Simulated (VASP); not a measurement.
```yaml
crystal:
  lattice:
    - [3.99416, 0.00000, 0.00000]
    - [0.00000, 3.99416, 0.00000]
    - [0.00000, 0.00000, 3.99416]
  atoms:
    - { symbol: Zn, position: [0.00000, 0.00000, 0.00000] }
    - { symbol: C, position: [0.50000, 0.50000, 0.50000] }
    - { symbol: Cr, position: [0.00000, 0.50000, 0.50000], spin: 3.0 }
    - { symbol: Cr, position: [0.50000, 0.50000, 0.00000], spin: 3.0 }
    - { symbol: Cr, position: [0.50000, 0.00000, 0.50000], spin: 3.0 }
```

The base run (VASP): PBE GGA, plane waves, VASP's PBE PAW potentials (set 64). Settings: 520 eV cut-off, 5×5×5 Γ-centred mesh, Gaussian smearing of 0.050 eV, potentials Zn C Cr_pv.

One setting is varied; ΔE counts from the base run. The base run took about 30 core-seconds. Costs are core time on shared hosts, one run each; read them as rough ratios.

Pressures at a finite cut-off, here 520 eV, hold a Pulay part, which wasn't tested here.

| setting | cost over the base run | electronic steps | bands | ΔE (meV/atom) | pressure (GPa) |
|---|---|---|---|---|---|
| ISPIN = 1, the spin start removed | about 1/3 | 14 | 31 | 40.2 | -19.25 |
| MAGMOM = 0 0 0 0 0 | within a factor of 2 | 15 | 31 | 40.2 | -19.21 |
| NUPDOWN = 1 | within a factor of 2 | 14 | 36 | 42.2 | -18.87 |
| NUPDOWN = 2 | within a factor of 2 | 14 | 36 | 40.1 | -17.96 |
| NUPDOWN = 0 | within a factor of 2 | 15 | 36 | 40.2 | -19.17 |
| NUPDOWN = 7 | within a factor of 2 | 14 | 36 | 17.6 | -4.94 |
| NUPDOWN = 9 | within a factor of 2 | 14 | 36 | 161.7 | 5.57 |
| MAGMOM = 0.0 0.0 5.0 5.0 5.0 | within a factor of 2 | 15 | 39 | 0.0 | -7.90 |
| base run | reference | 17 | 36 | 0.0 | -7.94 |
| MAGMOM = 0.0 0.0 0.6 0.6 0.6 | within a factor of 2 | 24 | 32 | 42.2 | -18.80 |
| MAGMOM = 0.0 0.0 3.0 -3.0 3.0 | within a factor of 2 | 16 | 33 | -56.0 | -7.32 |

Left out are runs that failed, have no time on record or changed the cell.

The structure was generated: ZnCr3C was put into the cubic-perovskite type (Pm-3m), which need not be its known phase. The cell was not relaxed at this level.
